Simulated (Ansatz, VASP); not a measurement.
# Cross-check of TaMoSeSO2 (1T-TaO2 under 2H-MoSSe, AA') between VASP and Ansatz, part 2 of 2

One calculation is typed for both programs; each brings its own data sets. How far apart do they land? The structure shown is the start of the Ansatz relaxation below; VASP solves that cell, so the two are compared at the walk's first step.

VASP 6.6.1 and Ansatz 0.2.0.

So far: The structure; Ansatz: relaxation, PBE with D3(BJ).

## Step 3: VASP: single point, PBE with D3(BJ), start cell

Level of this step: PBE with D3(BJ), spin-polarised from a ferromagnetic start; plane waves and PAW (O, Ta_pv, Se, Mo_sv, S) (VASP).

The same cell, functional, mesh and smearing now go to VASP, with its own data sets.

Lines of VASP's logs that name or quote its potential files are left out, and so is its time.

INCAR reads:

```
SYSTEM = TaMoSeSO2
PREC = Accurate
ENCUT = 520
EDIFF = 1E-06
NELM = 200
ISMEAR = -1
SIGMA = 0.05
LREAL = .FALSE.
ALGO = Normal
GGA = PE
IVDW = 12
NBANDS = 34
ISPIN = 2
MAGMOM = 0.04 0.04 0.4 0 0 0
LASPH = .TRUE.
LMAXMIX = 4
LORBIT = 11
LWAVE = .FALSE.
LCHARG = .FALSE.
ISIF = 2
LDIPOL = .TRUE.
IDIPOL = 3
DIPOL = 0.5 0.5 0.495
LVHAR = .TRUE.
GGA_COMPAT = .FALSE.
NELMDL = -8
KPAR = 2
```

POSCAR reads:

```
TaMoSeSO2
1.0
    3.2172450000      0.0000000000      0.0000000000
   -1.6086230000      2.7862160000      0.0000000000
    0.0000000000      0.0000000000     48.6456410000
O Ta Se Mo S
2 1 1 1 1
Direct
    0.6666669337      0.3333334530      0.4090808465
    0.3333333771      0.6666665470      0.4594979024
    0.0000000000      0.0000000000      0.4342893745
    0.0000000000      0.0000000000      0.5211683818
    0.3333333771      0.6666665470      0.5583438607
    0.0000000000      0.0000000000      0.5909191535
```

KPOINTS reads:

```
Automatic mesh
0
Gamma
12 12 1
0 0 0
```

PAW data sets: O, Ta_pv, Se, Mo_sv and S (PBE family, release 64).

Launch:

```
$ mpirun -np 2 vasp_std
```

Numbers of over 12 decimals in the logs are rounded to 6 here.

Output:

```text
[banner, memory and clock lines left out]
running    2 mpi-ranks, on    1 nodes
 distrk:  each k-point on    1 cores,    2 groups
 distr:  one band on    1 cores,    1 groups

 POSCAR found type information on POSCAR O TaSeMoS
 POSCAR found :  5 types and       6 ions
 LDA part: xc-table for (Slater+PW92), standard interpolation
 POSCAR, INCAR and KPOINTS ok, starting setup
 FFT: planning ... GRIDC
 FFT: planning ... GRID_SOFT
 FFT: planning ... GRID
 WAVECAR not read
 entering main loop
       N       E                     dE             d eps       ncg     rms          rms(c)
DAV:   1     0.406428319208E+03    0.40643E+03   -0.22561E+04  3240   0.110E+03
DAV:   2    -0.414926259582E+01   -0.41058E+03   -0.39724E+03  3640   0.264E+02
DAV:   3    -0.539954952965E+02   -0.49846E+02   -0.49152E+02  3294   0.898E+01
DAV:   4    -0.554659799107E+02   -0.14705E+01   -0.14572E+01  3388   0.161E+01
DAV:   5    -0.555004662219E+02   -0.34486E-01   -0.34344E-01  3272   0.231E+00
DAV:   6    -0.555016938002E+02   -0.12276E-02   -0.12267E-02  3414   0.418E-01
DAV:   7    -0.555017256523E+02   -0.31852E-04   -0.31833E-04  3352   0.636E-02
DAV:   8    -0.555017269899E+02   -0.13375E-05   -0.13368E-05  2840   0.122E-02    0.272E+01
DAV:   9    -0.497354096537E+02    0.57663E+01   -0.34866E+01  2876   0.322E+01    0.115E+01
DAV:  10    -0.489535533299E+02    0.78186E+00   -0.66733E+00  2842   0.168E+01    0.778E+00
DAV:  11    -0.503862452973E+02   -0.14327E+01   -0.11114E+01  2814   0.131E+01    0.769E+00
DAV:  12    -0.496236394487E+02    0.76261E+00   -0.32678E+01  3378   0.144E+01    0.641E+00
DAV:  13    -0.485422825485E+02    0.10814E+01   -0.14120E+01  3216   0.721E+00    0.119E+00
DAV:  14    -0.485313140094E+02    0.10969E-01   -0.20981E-01  2982   0.237E+00    0.923E-01
[...]
DAV:  43    -0.486217841017E+02   -0.15684E-04   -0.48461E-07  2112   0.557E-03    0.280E-03
DAV:  44    -0.486217909052E+02   -0.68035E-05   -0.39259E-07  1976   0.286E-03    0.239E-03
DAV:  45    -0.486217937825E+02   -0.28773E-05   -0.41904E-07  1848   0.485E-03    0.776E-04
DAV:  46    -0.486217993912E+02   -0.56087E-05   -0.33295E-07  1740   0.290E-03    0.563E-04
DAV:  47    -0.486218061269E+02   -0.67357E-05   -0.13217E-07  1936   0.173E-03    0.300E-04
DAV:  48    -0.486218090774E+02   -0.29504E-05   -0.39336E-08  1622   0.849E-04    0.204E-04
DAV:  49    -0.486218101795E+02   -0.11022E-05   -0.13869E-08  1612   0.557E-04    0.184E-04
DAV:  50    -0.486218104169E+02   -0.23731E-06   -0.34838E-09  1320   0.273E-04
   1 F= -.50192033E+02 E0= -.50179747E+02  d E =-.245714E-01  mag=    -0.0000
```

Parts of OUTCAR (step 3):

```text
ion  position               nearest neighbor table
   1  0.667  0.333  0.409-   3 2.23   3 2.23   3 2.23
   2  0.333  0.667  0.459-   3 2.23   3 2.23   3 2.23
   3  0.000  0.000  0.434-   2 2.23   1 2.23   2 2.23   1 2.23   2 2.23   1 2.23
   4  0.000  0.000  0.521-   5 2.59   5 2.59   5 2.59
   5  0.333  0.667  0.558-   6 2.44   6 2.44   6 2.44   4 2.59   4 2.59   4 2.59
   6  0.000  0.000  0.591-   5 2.44   5 2.44   5 2.44

  LATTYP: Found a hexagonal cell.
 ALAT       =     3.2172450000
 C/A-ratio  =    15.1202786856

 Subroutine GETGRP returns: Found  6 space group operations
 (whereof  6 operations were pure point group operations)

The static configuration has the point symmetry C_3v.

 Found     19 irreducible k-points:

   k-points           NKPTS =     19   k-points in BZ     NKDIM =     19   number of bands    NBANDS=     34

   dimension x,y,z NGX =    24 NGY =   24 NGZ =  378
   dimension x,y,z NGXF=    48 NGYF=   48 NGZF=  756

   ENCUT  =  520.0 eV  38.22 Ry    6.18 a.u.   5.98  5.98 90.45*2*pi/ulx,y,z

   NELECT =      49.0000    total number of electrons

 k-points in reciprocal lattice and weights: Automatic mesh
   0.00000000  0.00000000  0.00000000       0.007
   0.08333333 -0.00000000  0.00000000       0.042
   0.16666667 -0.00000000  0.00000000       0.042
   0.25000000  0.00000000  0.00000000       0.042
   0.33333333 -0.00000000  0.00000000       0.042
   0.41666667  0.00000000  0.00000000       0.042
   0.50000000  0.00000000  0.00000000       0.021
   0.08333333  0.08333333  0.00000000       0.042
   0.16666667  0.08333333  0.00000000       0.083
[...]
0.33333333  0.25000000  0.00000000       0.083
   0.33333333  0.33333333  0.00000000       0.014

 dipolmoment           0.000000      0.000000      0.001271 electrons x Angstroem

 average (electrostatic) potential at core
       1 -79.7882       2 -79.8515       3 -48.5226       4 -61.4686       5 -84.9907
       6 -94.6231

 E-fermi :  -3.3293

 spin component 1
 k-point     1 :       0.0000    0.0000    0.0000
  band No.  band energies     occupation
    ...
     20      -5.4904      1.00000
     21      -5.3824      1.00000
     22      -4.1938      1.00000
     23      -4.1938      1.00000
     24      -3.6328      0.99769
     25      -3.1680      0.03820
     26      -3.1680      0.03820
     27      -2.2436      0.00000
     28      -1.1173      0.00000
     29      -0.5397      0.00000
    ...

 k-point     2 :       0.0833   -0.0000    0.0000
  band No.  band energies     occupation
    ...
     20      -5.4236      1.00000
     21      -5.4133      1.00000
     22      -4.3182      1.00000
     23      -4.2588      1.00000
     24      -3.6344      0.99777
     25      -3.2031      0.07410
     26      -3.0183      0.00198
     27      -2.1969      0.00000
     28      -0.9536      0.00000
     29      -0.7100      0.00000
    ...

 k-point     3 :       0.1667   -0.0000    0.0000
  band No.  band energies     occupation
    ...
     21      -5.3301      1.00000
     22      -4.5110      1.00000
     23      -4.5063      1.00000
     24      -3.7712      0.99985
     25      -3.3456      0.58050
     26      -2.6433      0.00000
     27      -2.0997      0.00000
     28      -1.4366      0.00000
     29      -0.8275      0.00000
     30      -0.8076      0.00000
    ...

 k-point     4 :       0.2500    0.0000    0.0000
  band No.  band energies     occupation
    ...
     21      -5.4875      1.00000
     22      -4.9215      1.00000
     23      -4.3863      1.00000
     24      -4.1024      1.00000
     25      -3.5568      0.98954
     26      -2.1699      0.00000
     27      -1.9502      0.00000
     28      -1.6416      0.00000
     29      -1.0959      0.00000
     30      -0.6078      0.00000
    ...

 k-point     5 :       0.3333   -0.0000    0.0000
  band No.  band energies     occupation
    ...
     21      -5.7706      1.00000
     22      -5.2338      1.00000
     23      -4.3028      1.00000
     24      -4.0969      1.00000
     25      -3.7628      0.99983
     26      -1.6956      0.00000
     27      -1.6937      0.00000
     28      -1.4577      0.00000
     29      -1.2332      0.00000
     30      -0.2325      0.00000
    ...

 k-point     6 :       0.4167    0.0000    0.0000
  band No.  band energies     occupation
    ...
     21      -5.9802      1.00000
     22      -5.3913      1.00000
     23      -4.1679      1.00000
     24      -3.9080      0.99999
     25      -3.8954      0.99999
     26      -1.4150      0.00000
     27      -1.3145      0.00000
     28      -1.1992      0.00000
     29      -1.1020      0.00000
     30       0.0619      0.00000
    ...

 Edisp (eV)   -1.57022

  Total     -10.42857   -10.42857   -11.04224     0.00000    -0.00000     0.00000
  in kB     -38.31710   -38.31710   -40.57185     0.00001    -0.00000     0.00000
  external pressure =      -39.07 kB  Pullay stress =        0.00 kB

  energy-cutoff  :      520.00
  volume of cell :      436.06
      direct lattice vectors                 reciprocal lattice vectors
     3.217245000  0.000000000  0.000000000     0.310824945  0.179454915  0.000000000
    -1.608623000  2.786216000  0.000000000     0.000000000  0.358909718  0.000000000
     0.000000000  0.000000000 48.645641000     0.000000000  0.000000000  0.020556826

 POSITION                                       TOTAL-FORCE (eV/Angst)
 -----------------------------------------------------------------------------------
      1.60862      0.92874     19.90000        -0.000000     -0.000000      2.810859
     -0.00000      1.85748     22.35257         0.000000     -0.000000     -2.690837
      0.00000      0.00000     21.12629        -0.000000      0.000000     -0.066915
      0.00000      0.00000     25.35257        -0.000000     -0.000000      1.345210
     -0.00000      1.85748     27.16100        -0.000000     -0.000000     -0.468179
      0.00000      0.00000     28.74564        -0.000000      0.000000     -0.930138
 -----------------------------------------------------------------------------------
    total drift:                               -0.001818      0.000616     -0.000693

  FREE ENERGIE OF THE ION-ELECTRON SYSTEM (eV)
  ---------------------------------------------------
  free  energy   TOTEN  =       -50.1920327084 eV

  energy  without entropy=      -50.1674612703  energy(sigma->0) =      -50.17974699

 vacuum level on the upper side and lower side of the slab         2.555         2.530

 total charge
# of ion       s       p       d       tot
------------------------------------------
    1        1.575   3.336   0.000   4.911
    2        1.574   3.342   0.000   4.917
    3        0.269   6.168   2.024   8.461
    4        1.485   2.287   0.056   3.827
    5        2.269   6.184   3.871  12.324
    6        1.362   2.316   0.000   3.678
--------------------------------------------------
tot          8.534  23.633   5.951  38.119

 magnetization (x)
# of ion       s       p       d       tot
------------------------------------------
    1       -0.000  -0.000   0.000  -0.000
    2       -0.000  -0.000   0.000  -0.000
    3       -0.000  -0.000  -0.000  -0.000
    4       -0.000  -0.000  -0.000  -0.000
    5       -0.000  -0.000  -0.000  -0.000
    6        0.000   0.000   0.000   0.000
--------------------------------------------------
tot         -0.000  -0.000  -0.000  -0.000

[... 6 further parts left out ...]
```

The moments of VASP's start collapse, so its state is non-magnetic.

## Step 4: Comparison

Known differences besides the potentials themselves: VASP starts from the moments at which Ansatz ended; Ansatz cuts the interaction across the vacuum, VASP repeats the sheet with a dipole correction; the data sets hold 61 valence electrons in Ansatz (on its default PAW (the set named soft_2) files) and 49 in VASP; the cutoff is 420 eV in Ansatz and 520 eV in VASP. Total energies have different zeros and are not compared.

Forces (eV/Å; atoms numbered as in POSCAR):

| atom | Ansatz x, y, z | VASP x, y, z |
| --- | --- | --- |
| O1 | 0.000, 0.000, 2.847 | 0.000, 0.000, 2.811 |
| O2 | 0.000, 0.000, -2.732 | 0.000, 0.000, -2.691 |
| Ta3 | 0.000, 0.000, -0.061 | 0.000, 0.000, -0.067 |
| Se4 | 0.000, 0.000, 1.372 | 0.000, 0.000, 1.345 |
| Mo5 | 0.000, 0.000, -0.502 | 0.000, 0.000, -0.468 |
| S6 | 0.000, 0.000, -0.924 | 0.000, 0.000, -0.930 |

The forces differ by 17 meV/Å r.m.s., which is 1.7 % of the r.m.s. force of 1.001 eV/Å (both taken over all components). Moments aren't recorded for both runs of this pair, so they may hold unlike magnetic states. With vacuum in the cell, a pressure given here is an average over mostly empty space and none of the material.

## Step 5: What came out

| Property | Result |
| --- | --- |
| r.m.s. force difference (single point, PBE with D3(BJ), start cell) | 1.7 % of the r.m.s. force |

The r.m.s. force difference is 1.7 % of the r.m.s. force (single point, PBE with D3(BJ), start cell), within the 3 % picked in this series as the mark of a large difference. The data sets hold unlike numbers of valence electrons (61 in Ansatz and 49 in VASP), so part of the differences comes from the potentials. 1 further run of this series is not shown here. How closely two codes agree says nothing of how well the functional describes the real material.

[Lines on the potential files, build, host, timing and source positions are cut from VASP's logs without a mark.]

[Logs are printed without paths, hosts, clocks, repeated set-up lines and the standing remarks that a program may print on its own settings, such as how far it seeks lower states.]

[Hosts, paths, dates, database ids (printed as entryN), source tags and the programs' standing remarks are cut or masked in the printed files.]
